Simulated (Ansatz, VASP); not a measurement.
# Cross-check of SnPPt between VASP and Ansatz, part 2 of 2

One calculation is typed for both programs; each brings its own data sets and cutoff. How far apart do they land? The cell is invented: As first built, before any earlier steps moved the atoms (in the runner's words): it takes the SrPPt structure with some of its atoms replaced by other elements, volume scaled by an estimate. It may not be a known or stable phase. The cell is a member of a volume series, scaled by 0.96 from a relaxed one, so a pressure remains.

VASP 6.6.1 and Ansatz 0.2.0.

So far. Step 5 (Ansatz: single point, LDA, volume scaled by 0.98): The run ends at a pressure of 2.44 GPa.

**6. VASP: single point, LDA, volume scaled by 0.98**

Level of this step: LDA; plane waves and PAW (Pt, Sn_d, P); invented cell (VASP).

The same cell, functional (in two slightly different forms), mesh and smearing now go to VASP, with its own data sets and cutoff.

INCAR

```
SYSTEM = SnPPt
PREC = Accurate
ENCUT = 400
EDIFF = 1E-06
NELM = 100
ISMEAR = 0
SIGMA = 0.05
LREAL = .FALSE.
ALGO = Normal
GGA = CA
NBANDS = 20
LORBIT = 11
LWAVE = .FALSE.
LCHARG = .FALSE.
ISIF = 2
```

POSCAR

```
SnPPt
1.0
    3.9464628017      0.0000000149      0.0000000000
   -1.9732318719      3.4177376599      0.0000000000
    0.0000000000      0.0000000000      4.3255758616
Pt Sn P
1 1 1
Direct
    0.0000000000      0.0000000000      0.5000000000
    0.6666666700      0.3333333300      0.0000000000
    0.3333333300      0.6666666700      0.5000000000
```

KPOINTS

```
Automatic mesh
0
Gamma
7 7 5
0 0 0
```

The projector-augmented-wave data sets are Pt, Sn_d and P (LDA family, release 64).

On the command line:

```bash
mpirun -np 1 vasp_std
```

Numbers of over 12 decimals in the logs are rounded to 6 here.

The program printed:

```text
[... set-up lines as in an earlier step ...]
 entering main loop
       N       E                     dE             d eps       ncg     rms          rms(c)
DAV:   1     0.209994290137E+03    0.20999E+03   -0.12295E+04   996   0.164E+03
DAV:   2     0.106498565917E+01   -0.20893E+03   -0.19986E+03  1016   0.407E+02
DAV:   3    -0.186607476458E+02   -0.19726E+02   -0.18943E+02  1124   0.112E+02
DAV:   4    -0.193009870018E+02   -0.64024E+00   -0.63856E+00  1096   0.207E+01
[...]
DAV:  10    -0.186250039000E+02    0.14012E-03   -0.10597E-03  1096   0.294E-01    0.689E-02
DAV:  11    -0.186249815743E+02    0.22326E-04   -0.11456E-04  1128   0.947E-02    0.265E-02
DAV:  12    -0.186249825315E+02   -0.95717E-06   -0.76486E-06  1128   0.245E-02
   1 F= -.18624983E+02 E0= -.18623062E+02  d E =-.384099E-02
```

From OUTCAR (step 6):

```text
  Total        1.1181225      1.1181229      0.6073468     -0.0000001     -0.0000000      0.0000000
  in kB       30.7050148     30.7050260     16.6784876     -0.0000041     -0.0000000      0.0000000
  external PRESSURE =      26.0295095 kB  Pullay stress =       0.0000000 kB

 POSITION                                       TOTAL-FORCE (eV/Angst)
 -----------------------------------------------------------------------------------
      0.00000      0.00000      2.16279        -0.000000     -0.000000      0.000000
      1.97323      1.13925      0.00000         0.000000     -0.000000      0.000000
     -0.00000      2.27849      2.16279        -0.000000      0.000000      0.000000
 -----------------------------------------------------------------------------------
    total drift:                               -0.000006      0.000010     -0.000000

  FREE ENERGIE OF THE ION-ELECTRON SYSTEM (eV)
  ---------------------------------------------------
  free  energy   TOTEN  =       -18.6249825315 eV

  energy  without entropy=      -18.6211415454  energy(sigma->0) =      -18.62306204

[... 1 part as in an earlier step ...]

[... 2 further parts left out ...]
[key lines of the parts left out:]
E-fermi :   8.6093
```

The run ends at a pressure of 2.60 GPa.

**7. Side by side**

Both answers:

```csv
quantity,Ansatz,VASP,difference
pressure (GPa),2.44,2.60,-0.16
pressure without Ansatz's Pulay correction (GPa),2.39,2.60,-0.21
```

Ansatz's pressure holds a Pulay correction of 0.05 GPa; VASP's holds none.

**8. VASP: single point, LDA, volume scaled by 1.04**

With cell and atoms fixed, the geometry can't cause a difference; cores, projectors, grids and the points listed under the comparison can. The cell compared in this pair holds 61.92 Å³, against 58.34 Å³ for the pair before.

INCAR is that of step 6.

POSCAR

```
SnPPt
1.0
    4.0254129074      0.0000000152      0.0000000000
   -2.0127069342      3.4861104694      0.0000000000
    0.0000000000      0.0000000000      4.4121102314
Pt Sn P
1 1 1
Direct
    0.0000000000      0.0000000000      0.5000000000
    0.6666666700      0.3333333300      0.0000000000
    0.3333333300      0.6666666700      0.5000000000
```

KPOINTS is that of step 6.

On the command line:

```bash
mpirun -np 1 vasp_std
```

The program printed:

```text
[... set-up lines as in an earlier step ...]
 entering main loop
       N       E                     dE             d eps       ncg     rms          rms(c)
DAV:   1     0.201848802785E+03    0.20185E+03   -0.12276E+04  1000   0.156E+03
DAV:   2     0.101091186113E+00   -0.20175E+03   -0.19227E+03   996   0.396E+02
DAV:   3    -0.186391579135E+02   -0.18740E+02   -0.18091E+02  1168   0.109E+02
DAV:   4    -0.192353424990E+02   -0.59618E+00   -0.59311E+00  1060   0.199E+01
[...]
DAV:  11    -0.186029432139E+02    0.19470E-04   -0.10332E-04  1088   0.840E-02    0.235E-02
DAV:  12    -0.186029442398E+02   -0.10258E-05   -0.63615E-06  1124   0.190E-02    0.982E-03
DAV:  13    -0.186029438482E+02    0.39156E-06   -0.71569E-07   560   0.883E-03
   1 F= -.18602944E+02 E0= -.18601135E+02  d E =-.361735E-02
```

From OUTCAR (step 8):

```text
  Total       -2.0169102     -2.0169109     -1.1181561      0.0000003     -0.0000000     -0.0000000
  in kB      -52.1914314    -52.1914505    -28.9344405      0.0000070     -0.0000000     -0.0000000
  external PRESSURE =     -44.4391075 kB  Pullay stress =       0.0000000 kB

 POSITION                                       TOTAL-FORCE (eV/Angst)
 -----------------------------------------------------------------------------------
      0.00000      0.00000      2.20606         0.000000     -0.000000      0.000000
      2.01271      1.16204      0.00000        -0.000000      0.000000      0.000000
     -0.00000      2.32407      2.20606         0.000000      0.000000      0.000000
 -----------------------------------------------------------------------------------
    total drift:                               -0.000005      0.000009     -0.000000

  FREE ENERGIE OF THE ION-ELECTRON SYSTEM (eV)
  ---------------------------------------------------
  free  energy   TOTEN  =       -18.6029438482 eV

  energy  without entropy=      -18.5993264988  energy(sigma->0) =      -18.60113517

[... 1 part as in an earlier step ...]

[... 2 further parts left out ...]
[key lines of the parts left out:]
E-fermi :   7.8096
```

The run ends at a pressure of -4.44 GPa.

**9. Ansatz: single point, LDA, volume scaled by 1.04**

The same cell, functional (in two slightly different forms), mesh and smearing now go to Ansatz, which takes its cutoff from its data sets.

The cell is a member of a volume series, scaled by 1.04 from a relaxed one, so a pressure remains.

input.yaml

```yaml
crystal:
  lattice:
    - [4.0254129074, 1.52e-08, 0.0]
    - [-2.0127069342, 3.4861104694, 0.0]
    - [0.0, 0.0, 4.4121102314]
  atoms:
    - { symbol: Pt, position: [0.0, 0.0, 0.5] }
    - { symbol: Sn, position: [0.66666667, 0.33333333, 0.0] }
    - { symbol: P, position: [0.33333333, 0.66666667, 0.5] }
hamiltonian:
  xc: lda
  pseudopotentials: { kind: paw }
kpoints:
  mp_grid: { grid: [7, 7, 5] }
scf:
  occupations: { method: gaussian, width: 0.05 }
  n_extra_bands: 4
output:
  forces: true
  stress: true
  eigenvalues: true
```

On the command line:

```bash
ansatz run input.yaml --threads 2 --pin off --max-ram 4608MiB --backend cpu --events-out ev --progress --plain --runs-dir out
```

The program printed:

```text
[...]
Crystal: 3 atoms, lattice volume = 61.915 Å³
Basis set: ecut = 420 eV, 1215 PW (Γ)
Bands: 23, of which v1, the nominal top of the filled ones, is band 19 counted from 1 (18 counted from 0)
Symmetry: 12 space group operations
[...]
k-points: 24 of 245 (time reversal used)
[...]
--- Band table (eV; the first three rows and the last of 24) ---
  k-point 0: bands = [... 15 lower, 9.2256, 10.6614, 14.3779, 14.3779, 14.7734, 15.4092, 15.4092, 17.0533]
  k-point 1: bands = [... 15 lower, 9.1563, 11.1889, 14.5814, 14.5814, 14.7475, 15.3878, 15.3878, 16.9652]
  k-point 2: bands = [... 15 lower, 9.3652, 12.2827, 13.6315, 14.9222, 14.9222, 15.3279, 15.3279, 18.3723]
  k-point 23: bands = [... 15 lower, 9.3292, 10.1550, 10.3368, 11.0776, 12.1893, 16.2837, 17.3480, 18.1867]
[key lines of the parts left out:]
SCF converged after 7 iterations
Free energy (F): -18851.076541 eV
Fermi energy:    12.182955 eV
P = ⅓ Tr σ = -4.6128 GPa (-46.128 kbar)
```

The job ended after 4.2 s (2 threads of Arm Neoverse N1, shared host; peak memory 0.34 GiB; 6.2 s of CPU time).

The run ends at a pressure of -4.61 GPa.

**10. Comparison**

Compared:

```csv
quantity,Ansatz,VASP,difference
pressure (GPa),-4.61,-4.44,-0.17
```

Ansatz's pressure holds a Pulay correction of 0.04 GPa; VASP's holds none.

**11. What came out**

| Item | Value |
| --- | --- |
| difference in pressure (single point, LDA, volume scaled by 0.96) | -0.23 GPa |
| difference in pressure (single point, LDA, volume scaled by 0.98) | -0.16 GPa |
| difference in pressure (single point, LDA, volume scaled by 1.04) | -0.17 GPa |

What this shows: The difference in pressure is -0.23 GPa (single point, LDA, volume scaled by 0.96), within the 1 GPa picked in this series as the mark of a large difference. 1 further run of this series is not shown here. Such differences can come from data sets, numerical settings and the points named under the comparisons, not from the functional's error against experiment.

[Lines on the potential files, build, host, timing and source positions are cut from VASP's logs without a mark.]

[Logs are printed without paths, hosts, clocks, repeated set-up lines and the standing remarks that a program may print on its own settings, such as how far it seeks lower states.]

[Hosts, paths, dates, database ids (printed as entryN), source tags and the programs' standing remarks are cut or masked in the printed files.]
